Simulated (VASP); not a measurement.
An input for Ansatz (written as the equivalent of a VASP run, and not itself run):

Ansatz 0.2 input:
```yaml
crystal:
  lattice:
    - [1.8343130, -7.2813589, 0.0000000]
    - [1.8343130, 7.2813589, 0.0000000]
    - [0.0000000, 0.0000000, 3.6658672]
  atoms:
    - { symbol: Zr, position: [0.6046436, 0.3953564, 0.2500000] }
    - { symbol: Zr, position: [0.3953564, 0.6046436, 0.7500000] }
    - { symbol: Si, position: [0.9459933, 0.0540067, 0.2500000] }
    - { symbol: Si, position: [0.0540067, 0.9459933, 0.7500000] }
    - { symbol: Si, position: [0.2500872, 0.7499128, 0.2500000] }
    - { symbol: Si, position: [0.7499128, 0.2500872, 0.7500000] }
kpoints:
  mp_grid: { grid: [10, 10, 9] }
hamiltonian:
  xc: pbesol
  pseudopotentials: { kind: paw }
scf:
  occupations: { method: tetrahedron }
  max_iter: 100
output: { forces: true, stress: true, eigenvalues: true }
```

Write the VASP files for the same calculation (PBEsol).

This is not unique; one that fits is 
**INCAR**
```
SYSTEM = ZrSi2
PREC = Accurate
ENCUT = 400
EDIFF = 1E-7
NELM = 100
ALGO = Normal
LREAL = .FALSE.
LASPH = .TRUE.
ISMEAR = -5
GGA = PS
LMAXMIX = 4
LWAVE = .FALSE.
LCHARG = .TRUE.
LORBIT = 11
NEDOS = 601
ISIF = 2
LEFG = .TRUE.
```

### KPOINTS
```
Automatic mesh
0
Gamma
10 10 9
0 0 0
```

File POSCAR:
```
ZrSi2
1
    1.8343129830    -7.2813588775    -0.0000000000
    1.8343129830     7.2813588775     0.0000000000
    0.0000000000     0.0000000000     3.6658671734
Zr Si
2 4
Direct
  0.6046436109   0.3953563891   0.2500000000
  0.3953563891   0.6046436109   0.7500000000
  0.9459932680   0.0540067320   0.2500000000
  0.0540067320   0.9459932680   0.7500000000
  0.2500872018   0.7499127982   0.2500000000
  0.7499127982   0.2500872018   0.7500000000
```

POTCAR, in this order: Zr_sv Si (PBE.64 set). Program: vasp_std.

The two are equivalent in intent, not identical: each code has its own PAW files, so the cut-off isn't converted (ENCUT is set for VASP's; basis.ecutwfc is left out, and Ansatz then takes the one that its files recommend); Ansatz stops its SCF on the density residual and VASP on the energy change (EDIFF); the field gradients of LEFG aren't asked of the other code.

The compound is ZrSi2 in the sg63 structure. It was relaxed first.
